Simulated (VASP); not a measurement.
VASP ran on this input.

**KPOINTS**
```
K-points
0
gamma
 16 16 16
0 0 0
```

**POSCAR**
```
Ni
1
    0.0000000000     1.7600000000     1.7600000000
    1.7600000000     0.0000000000     1.7600000000
    1.7600000000     1.7600000000     0.0000000000
Ni
1
Direct
  0.0000000000   0.0000000000   0.0000000000
```

### INCAR
```
! general
SYSTEM   =  Ni
PREC     =  Accurate
ENCUT    =  520
LREAL    =  .False.
LASPH    =  .True.

! electronic loop
EDIFF    =  1E-6
NELM     =  100
ALGO     =  Normal
LMAXMIX  =  4

! smearing
ISMEAR   =  1
SIGMA    =  0.1

! spin
ISPIN    =  2
MAGMOM   =  0.8

! ions
IBRION   =  2
NSW      =  60
ISIF     =  3
EDIFFG   =  -0.01

! output
LWAVE    =  .False.
LCHARG   =  .False.
LORBIT   =  10
```

POTCAR, in this order: Ni (LDA.64 set). Program: vasp_std.

Q: Translate this LDA calculation to Quantum ESPRESSO's pw.x.

A: One equivalent input (not run):
```
&CONTROL
  calculation = 'vc-relax'
  pseudo_dir = './pseudo'
  outdir = './out'
  tprnfor = .true.
  tstress = .true.
  nstep = 60
  forc_conv_thr = 0.00039
/
&SYSTEM
  ibrav = 0
  nat = 1
  ntyp = 1
  ecutwfc = 98
  occupations = 'smearing'
  smearing = 'methfessel-paxton'
  degauss = 0.00735
  input_dft = 'pz'
  nspin = 2
  starting_magnetization(1) = 0.08
/
&ELECTRONS
  conv_thr = 7.3e-08
  electron_maxstep = 100
/
&IONS
/
&CELL
/
ATOMIC_SPECIES
  Ni 58.693 Ni.upf
CELL_PARAMETERS angstrom
     0.0000000    1.7600000    1.7600000
     1.7600000    0.0000000    1.7600000
     1.7600000    1.7600000    0.0000000
ATOMIC_POSITIONS crystal
  Ni   0.0000000  0.0000000  0.0000000
K_POINTS automatic
  16 16 16 0 0 0
```
The two are equivalent in intent, not identical: the potentials are each code's own (VASP's PAW set, PseudoDojo norm-conserving files in pw.x), so ENCUT and ecutwfc are chosen apart and not converted; conv_thr bounds pw.x's estimated SCF error, while EDIFF bounds the energy change between steps; starting_magnetization is a fraction of the valence charge and MAGMOM a moment in μB, so they match only roughly; forc_conv_thr acts on force components and is met together with etot_conv_thr.

The compound is Ni in the fcc structure. This run relaxes it. Symmetry was kept, so distortions that lower it aren't found.
